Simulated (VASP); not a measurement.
Here is a VASP 6.6.1 calculation.

Contents of INCAR:

```
SYSTEM = Sn2HBr3
PREC     = Normal         ! precision mode
ENCUT    = 520            ! plane-wave cutoff, eV
EDIFF    = 1E-5           ! SCF threshold, eV
ISMEAR   = 0              ! smearing method
SIGMA    = 0.15           ! smearing width, eV
LREAL    = Auto         
LASPH    = .True.         ! aspherical terms in the spheres
NELM     = 80             ! most SCF steps
ALGO     = Fast           ! electronic algorithm
ISIF     = 3              ! what is computed and relaxed
LWAVE    = .False.        ! write WAVECAR
LCHARG   = .False.        ! write CHGCAR
GGA      = PE             ! functional
IBRION   = 2              ! ionic algorithm
NSW      = 110            ! ionic steps
EDIFFG   = -0.03          ! ionic threshold
ISYM     = 0            
KPAR     = 8
```

KPOINTS

```
regular mesh
0
Gamma
  6 6 2
  0 0 0
```

The input POSCAR:

```
Sn2HBr3
1.0
    8.1387800900     -0.0752349100     -0.0595626200
   -2.0672722100      3.5583410500     -0.0886750000
   -0.0916811200     -0.3681469300     12.4006743700
Sn H Br
4 2 6
Direct
    0.1567131900      0.6732931400      0.4400654000
    0.6698081300      0.6703706900      0.4338545500
    0.1550058500      0.6683187100      0.0133904600
    0.6714255400      0.6725858300      0.0143704900
    0.3359865800      0.3356771500      0.0597031900
    0.8345448600      0.3447494200      0.0543015400
    0.3352608200      0.3385758400      0.5711455700
    0.8319528800      0.3320122300      0.5766626900
    0.0037980100      0.9970820400      0.2869969100
    0.4875024100      0.9893407100      0.2949186800
    0.9947854800      0.0091752500      0.8726690700
    0.4850753900      0.9793325800      0.8682943600
```

Potentials or basis: VASP PAW PBE potentials, release 64 (Sn_d, H, Br).

Launch:

```sh
$ cat potpaw_PBE.64/Sn_d/POTCAR potpaw_PBE.64/H/POTCAR potpaw_PBE.64/Br/POTCAR > POTCAR
$ mpirun -np 8 vasp_std > vasp.out
```

Question: Estimate the band gap on the k mesh.

Answer: 0.86 eV.

Question: Estimate the relaxed cell.

Answer: a = 8.466 Å, b = 4.572 Å, c = 12.642 Å, α = 89.45°, β = 92.45°, γ = 122.56°.

Question: What does it give for the space group after relaxing (to 0.05 Å)?

Answer: P1 (No. 1).

Question: Predict the relaxed volume.

Answer: 34.33 Å³/atom.

Forces in eV/Å, atoms in the order of the input:
```
Sn  -0.013  0.001  0.000
Sn  -0.020  0.015 -0.008
Sn   0.000 -0.001  0.000
Sn   0.023  0.001 -0.001
H   -0.020  0.004 -0.009
H   -0.001 -0.008 -0.011
Br   0.014  0.011  0.010
Br  -0.005  0.016  0.012
Br   0.004  0.002  0.005
Br  -0.009 -0.005  0.004
Br   0.017 -0.019  0.010
Br   0.010 -0.017 -0.011
```

Caveat: the volume moved by over 15 % at a fixed basis, so the end points are rough; spin-orbit coupling is left out, which moves the levels of the heavy elements. A k mesh can miss the band edges.
